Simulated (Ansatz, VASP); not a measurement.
# Two plane-wave programs on MgBe2SeO2

```
Mg Be Se O
1.0
     3.98575    0.00000    0.00000
    -1.99287    3.45176    0.00000
     0.00000    0.00000    5.70100
Mg Be Se O
1 2 1 2
Direct
  0.33333 0.66667 0.50000
  0.66667 0.33333 0.00000
  0.00000 0.00000 0.50000
  0.33333 0.66667 0.00000
  0.66667 0.33333 0.29532
  0.66667 0.33333 0.70468
```

Alike in both runs: functional PBE; k mesh 12 × 12 × 8; occupations gaussian, width 0.1 eV; no spin polarisation.

Ansatz relaxed the structure, and its values are those at the end. VASP's run is a single point on that final structure, the one shown.

|  | VASP | Ansatz |
| --- | --- | --- |
| version | VASP 6.6.1 | Ansatz 0.2.0 |
| potentials or method | VASP PAW PBE potentials, release 64 (Mg, Be, Se, O) | scalar-relativistic, plane waves, PAW |
| plane-wave cutoff (eV) | 520 | 420 |
| valence electrons in the cell | 24 | 42 |

Ansatz gave:

| Property | Result |
| --- | --- |
| gap on the k mesh at the Fermi level (eV) | none |
| pressure (GPa) | 0.0 |
| rms of the force components (eV/Å) | 0.001 |

Task: What did VASP give for the same quantities?

Result: gap on the k mesh at the Fermi level (eV): none; pressure (GPa): 0.0; rms of the force components (eV/Å): 0.011.

A gap of «none» marks a metal or a gap that the smearing closes. The two sets of potentials don't hold the same shells in valence.
